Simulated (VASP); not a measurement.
Wanted: the native input for a VASP 6.6.1 run.

* Task: band structure
* Functional: PBEsol
* Potentials or basis: VASP PAW PBE potentials, release 64 (Ga_d, Sb)
* Cutoff: 450 eV
* k mesh: 10 × 10 × 10
* Occupations: gaussian, width 0.02 eV
* Spin: no spin polarisation
* Further INCAR settings: ALGO = Fast; EDIFF = 1e-06

The structure of GaSb lies in POSCAR:

```
GaSb                                    
1.0
    0.0000000000      3.0667867320      3.0667867320
    3.0667867320      0.0000000000      3.0667867320
    3.0667867320      3.0667867320      0.0000000000
  Ga              Sb            
     1     1
Direct
     0.0000000000000000    0.0000000000000000    0.0000000000000000
     0.2500000000000000    0.2500000000000000    0.2500000000000000
```

The cell is a database's computed one.

One way to write it, as run:

INCAR

```
SYSTEM = GaSb
PREC = Accurate ; ENCUT = 450
EDIFF = 1E-6 ; ISMEAR = 0
SIGMA = 0.02 ; LREAL = .False.
LASPH = .True. ; NELM = 120
ALGO = Fast ; ISIF = 2
LWAVE = .False. ; LCHARG = .False.
GGA = PS ; KPAR = 2
```

KPOINTS

```
regular mesh
0
Gamma
  10 10 10
  0 0 0
```

KPOINTS_OPT

```
path GXWKGLUWLK,UX
15
line-mode
reciprocal
 0.0000000000  0.0000000000  0.0000000000  G
 0.5000000000  0.0000000000  0.5000000000  X

 0.5000000000  0.0000000000  0.5000000000  X
 0.5000000000  0.2500000000  0.7500000000  W

 0.5000000000  0.2500000000  0.7500000000  W
 0.3750000000  0.3750000000  0.7500000000  K

 0.3750000000  0.3750000000  0.7500000000  K
 0.0000000000  0.0000000000  0.0000000000  G

 0.0000000000  0.0000000000  0.0000000000  G
 0.5000000000  0.5000000000  0.5000000000  L

 0.5000000000  0.5000000000  0.5000000000  L
 0.6250000000  0.2500000000  0.6250000000  U

 0.6250000000  0.2500000000  0.6250000000  U
 0.5000000000  0.2500000000  0.7500000000  W

 0.5000000000  0.2500000000  0.7500000000  W
 0.5000000000  0.5000000000  0.5000000000  L

 0.5000000000  0.5000000000  0.5000000000  L
 0.3750000000  0.3750000000  0.7500000000  K

 0.6250000000  0.2500000000  0.6250000000  U
 0.5000000000  0.0000000000  0.5000000000  X
```

Potentials or basis: VASP PAW PBE potentials, release 64 (Ga_d, Sb).

Run with:

```sh
$ cat potpaw_PBE.64/Ga_d/POTCAR potpaw_PBE.64/Sb/POTCAR > POTCAR
$ mpirun -np 2 vasp_std > vasp.out
```

Results of the run:

```yaml
Pressure: -0.5 GPa
Band_gap_along_the_path: none (metal or under the smearing width)
```

Caveat: the PAW data sets were made with another functional, which shifts forces and pressure a little; spin-orbit coupling is left out, which moves the levels of the heavy elements; this crystal is a semiconductor, whose small gap the functional closes, so the metal is an error of the method.

Run time: 34 s on 2 MPI ranks on Intel(R) Xeon(R) Platinum 8488C (Sapphire Rapids), on a shared host, peak memory 0.19 GiB a rank.
